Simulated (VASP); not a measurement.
A VASP calculation is set up with these files.

File POSCAR:
```
ZrSe2
1.0
  1.9068978651  -3.3028442226   0.0000000000
  1.9068978651   3.3028442226   0.0000000000
  0.0000000000   0.0000000000   6.8871789723
Zr Se
1 2
Cart
  0.0000000000   0.0000000000   0.0000000000
  1.9068978651   1.1009502761   1.5735781178
  1.9068978651  -1.1009502761   5.3136008545
```

INCAR:
```
# general
SYSTEM  = ZrSe2
PREC    = Accurate
ENCUT   = 520
LREAL   = .FALSE.
LASPH   = .TRUE.

# electronic loop
EDIFF   = 1E-6
NELM    = 100
ALGO    = Normal
LMAXMIX = 4

# smearing
ISMEAR  = 0
SIGMA   = 0.05

# functional
GGA     = PE

# ions
IBRION  = 2
NSW     = 60
ISIF    = 3
EDIFFG  = -0.02

# output
LWAVE   = .FALSE.
LCHARG  = .FALSE.
```

**KPOINTS**
```
kpoints
0
gamma
  6 6 3
0 0 0
```

POTCAR, in this order: Zr_sv Se (PBE.64 set). Program: vasp_std.

Task: Write an equivalent input for Quantum ESPRESSO's pw.x.

Result: One equivalent input (not run):
```
&CONTROL
  calculation = 'vc-relax'
  pseudo_dir = './pseudo'
  outdir = './out'
  tprnfor = .true.
  tstress = .true.
  nstep = 60
  forc_conv_thr = 0.00078
/
&SYSTEM
  ibrav = 0
  nat = 3
  ntyp = 2
  ecutwfc = 86
  occupations = 'smearing'
  smearing = 'gaussian'
  degauss = 0.003675
  input_dft = 'pbe'
/
&ELECTRONS
  conv_thr = 7.3e-08
  electron_maxstep = 100
/
&IONS
/
&CELL
/
ATOMIC_SPECIES
  Zr 91.224 Zr.upf
  Se 78.971 Se.upf
CELL_PARAMETERS angstrom
     1.9068979   -3.3028442   -0.0000000
     1.9068979    3.3028442    0.0000000
    -0.0000000   -0.0000000    6.8871790
ATOMIC_POSITIONS crystal
  Zr   0.0000000  0.0000000  0.0000000
  Se   0.3333330  0.6666670  0.2284793
  Se   0.6666670  0.3333330  0.7715207
K_POINTS automatic
  6 6 3 0 0 0
```
What does not carry over: the potentials are each code's own (VASP's PAW set, PseudoDojo norm-conserving files in pw.x), so ENCUT and ecutwfc are chosen apart and not converted; conv_thr bounds pw.x's estimated SCF error, while EDIFF bounds the energy change between steps; forc_conv_thr acts on force components and is met together with etot_conv_thr.

The compound is ZrSe2 in the 1T layered structure. This run relaxes it. Symmetry was kept, so distortions that lower it aren't found. The start is the result of an earlier pass.
